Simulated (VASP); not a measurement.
A run of VASP 6.6.1 is set up as follows.

The input INCAR:

```
SYSTEM = Zn3Ni
  ALGO = Normal
  EDIFF = 1E-6
  ENCUT = 520
  ISIF = 2
  ISMEAR = 0
  LASPH = .True.
  LCHARG = .False.
  LREAL = .False.
  LWAVE = .False.
  NBANDS = 31
  NELM = 80
  PREC = Accurate
  SIGMA = 0.1
```

KPOINTS

```
k-points
0
Gamma
  16 16 16
  0 0 0
```

The input POSCAR:

```
Zn3Ni
1.0
   -1.7758528093      1.7758528093      3.7899665964
    1.7758528093     -1.7758528093      3.7899665964
    1.7758528093      1.7758528093     -3.7899665964
Zn Ni
3 1
Direct
    0.7500000000      0.2500000000      0.5000000000
    0.2500000000      0.7500000000      0.5000000000
    0.5000000000      0.5000000000      0.0000000000
    0.0000000000      0.0000000000      0.0000000000
```

Potentials or basis: VASP PAW LDA potentials, release 64 (Zn, Ni).

Run with:

```bash
$ cat potpaw_LDA.64/Zn/POTCAR potpaw_LDA.64/Ni/POTCAR > POTCAR
$ mpirun -np 1 vasp_std > vasp.out
```

(1) Estimate the band gap on the k mesh.

(2) Estimate the pressure.

Results:

(1) none (metal or under the smearing width).

(2) 0.9 GPa.
